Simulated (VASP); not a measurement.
Consider the following.

```
CELL_PARAMETERS angstrom
      0.00000     2.26958     2.26958
      2.26958     0.00000     2.26958
      2.26958     2.26958     0.00000
ATOMIC_POSITIONS crystal
  Li 0.25000 0.25000 0.25000
  Li 0.75000 0.75000 0.75000
  O  0.00000 0.00000 0.00000
```

Calculation: LDA (Ceperley-Alder, Perdew-Zunger), VASP's LDA PAW potentials (set 64) (plane waves; VASP 6.6.1). Numerical set-up: 520 eV cut-off, 10×10×10 Γ-centred mesh, Gaussian smearing of 0.050 eV, potentials Li_sv O.

### Question
The job: Li$_{2}$O (antifluorite), 3 atoms, LDA, static run, 520 eV, 10×10×10 Γ-centred mesh. Roughly how much core time does it take on a busy server core?

### Answer
About 7 core-seconds (one run on a shared machine, a rough figure). It had 47 irreducible k-points, 10 bands, up to 639 plane waves and 13 electronic steps.

The compound is Li2O in the antifluorite structure. This cell is one point of a volume scan, at 1.03 of the reference volume.
